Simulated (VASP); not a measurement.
Input for VASP

File KPOINTS:
```
Automatic mesh
0
Gamma
8 8 10
0 0 0
```

**INCAR**
```
ALGO = Normal
EDIFF = 1E-7
ENCUT = 600
GGA = PS
ISIF = 2
ISMEAR = 1
ISPIN = 2
LASPH = .True.
LCHARG = .False.
LMAXMIX = 4
LORBIT = 10
LREAL = .False.
LWAVE = .False.
MAGMOM = 3.2 3.2 0.1 0.1
NELM = 100
PREC = Accurate
SIGMA = 0.1
SYSTEM = MnO
```

### POSCAR
```
MnO
1
    3.8876472600     0.0000000000     0.0000000000
    0.0000000000     3.8876472600    -0.0000000000
   -0.0000000000    -0.0000000000     2.9870021187
Mn O
2 2
Direct
  0.5000000000   0.0000000000   0.0316579701
  0.0000000000   0.5000000000   0.9683420299
  0.0000000000   0.0000000000   0.0000000000
  0.5000000000   0.5000000000   0.0000000000
```

POTCAR, in this order: Mn_pv O (PBE.64 set). Program: vasp_std.

Task: Translate this PBEsol calculation to Ansatz.

Result: One equivalent input (not run):
Ansatz 0.2 input:
```yaml
crystal:
  lattice:
    - [3.8876473, 0.0000000, 0.0000000]
    - [0.0000000, 3.8876473, 0.0000000]
    - [0.0000000, 0.0000000, 2.9870021]
  atoms:
    - { symbol: Mn, position: [0.5000000, 0.0000000, 0.0316580], spin: 3.2 }
    - { symbol: Mn, position: [0.0000000, 0.5000000, 0.9683420], spin: 3.2 }
    - { symbol: O, position: [0.0000000, 0.0000000, 0.0000000], spin: 0.1 }
    - { symbol: O, position: [0.5000000, 0.5000000, 0.0000000], spin: 0.1 }
kpoints:
  mp_grid: { grid: [8, 8, 10] }
hamiltonian:
  xc: pbesol
  pseudopotentials: { kind: paw }
magnetization: { spin_polarized: true }
scf:
  occupations: { method: methfessel_paxton, width: 0.1 }
  max_iter: 100
output: { forces: true, stress: true, eigenvalues: true }
```
Limits of the translation: each code has its own PAW files, so the cut-off isn't converted (ENCUT is set for VASP's; basis.ecutwfc is left out, and Ansatz then takes the one that its files recommend); Ansatz stops its SCF on the density residual and VASP on the energy change (EDIFF).

The structure was generated: MnO was put into the litharge type (P4/nmm), which need not be its known phase. It was relaxed first, which changed the volume by -8 %.
